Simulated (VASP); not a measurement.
VASP runs on CdSe (space group P6_3mc) share one base input (PBEsol GGA, plane waves, VASP's PBE PAW potentials (set 64)) and change the settings named in each case.

**INCAR**
```
! general
SYSTEM  = CdSe
PREC    = Accurate
ENCUT   = 300
LREAL   = .FALSE.
LASPH   = .TRUE.

! electronic loop
EDIFF   = 1E-6
NELM    = 100
ALGO    = Normal
LMAXMIX = 4

! smearing
ISMEAR  = -1
SIGMA   = 0.01

! functional
GGA     = PS

! ions
ISIF    = 2

! output
LWAVE   = .FALSE.
LCHARG  = .FALSE.
```

**POSCAR**
```
CdSe
1
    2.1302200000    -3.6896490000     0.0000000000
    2.1302200000     3.6896490000     0.0000000000
    0.0000000000     0.0000000000     6.9455080000
Cd Se
2 2
Direct
  0.6666670000   0.3333330000   0.5000000000
  0.3333330000   0.6666670000   0.0000000000
  0.6666670000   0.3333330000   0.8760000000
  0.3333330000   0.6666670000   0.3760000000
```

### KPOINTS
```
Regular mesh
0
Gamma
 5 5 3
```

POTCAR, in this order: Cd Se (PBE.64 set). Program: vasp_std.

| change | E(σ→0) (eV/atom) | pressure (GPa) |
|---|---|---|
| base run | -3.0761 | 2.06 |
| GGA removed, POTCAR Cd Se (LDA.64 set) | -3.3736 | ? |
| GGA_COMPAT = .FALSE., LNONCOLLINEAR = .TRUE., LSORBIT = .TRUE., MAGMOM = 0.0 0.0 0.0 0.0 0.0 0.0 0.0 0.0 0.0 0.0 0.0 0.0, program vasp_ncl | -3.1003 | ? |
| KPOINTS 2×2×1 Γ-centred mesh | -2.8137 | 3.26 |

Q: What belongs in the gaps?

A: 
- GGA_COMPAT = .FALSE., LNONCOLLINEAR = .TRUE., LSORBIT = .TRUE., MAGMOM = 0.0 0.0 0.0 0.0 0.0 0.0 0.0 0.0 0.0 0.0 0.0 0.0, program vasp_ncl, pressure (GPa): 2.04
- GGA removed, POTCAR Cd Se (LDA.64 set), pressure (GPa): 0.10

Energies of different potentials or functionals have different zeros.  At 300 eV the pressure can carry a Pulay error.

Left out are runs that ran out of time, are held back, or changed the cell or the kind of run, fixed moments of cells without a moment, rows past the twelfth, gaps on odd meshes, pressures of charged cells and columns that move by less than the noise.

The structure is a typed CdSe crystal (P6_3mc). The cell was not relaxed at this level, its lattice was scaled by up to 2.5 %.
